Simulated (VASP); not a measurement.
Si2Ni:

```
Si Ni
1.0
     0.00000    2.70300    2.70300
     2.70300    0.00000    2.70300
     2.70300    2.70300    0.00000
Si Ni
2 1
Direct
  0.25000 0.25000 0.25000
  0.75000 0.75000 0.75000
  0.00000 0.00000 0.00000
```

| Item | Value |
| --- | --- |
| Program | VASP 6.6.1 |
| Task | relaxation of cell and atoms |
| Functional | LDA |
| Potentials or basis | VASP PAW LDA potentials, release 64 (Si, Ni) |
| Cutoff | 600 eV |
| k mesh | 12 × 12 × 12 |
| Occupations | methfessel-paxton, width 0.1 eV |
| Spin | no spin polarisation |

At the start: pressure -4.9 GPa; volume 13.17 Å³/atom.

Question: Where does the relaxation end?

Answer: Over 3 steps the energy falls by 6.3 meV/atom and the volume is 12.76 Å³/atom (-3.1 %); space group Fm-3m (No. 225, to 0.05 Å).

The path:
| step | energy change (eV) | largest force (eV/Å) | pressure (GPa) | volume (Å³) |
| --- | --- | --- | --- | --- |
| 1 | 0.0000 | 0.0000 | -4.89 | 39.50 |
| 2 | -0.0034 | 0.0000 | 5.00 | 37.24 |
| 3 | -0.0189 | 0.0000 | -0.04 | 38.29 |

Final structure:
```
Si Ni
1.0
     0.00000    2.67509    2.67509
     2.67509    0.00000    2.67509
     2.67509    2.67509    0.00000
Si Ni
2 1
Cartesian
  1.3375 1.3375 1.3375
  4.0126 4.0126 4.0126
  0.0000 0.0000 0.0000
```
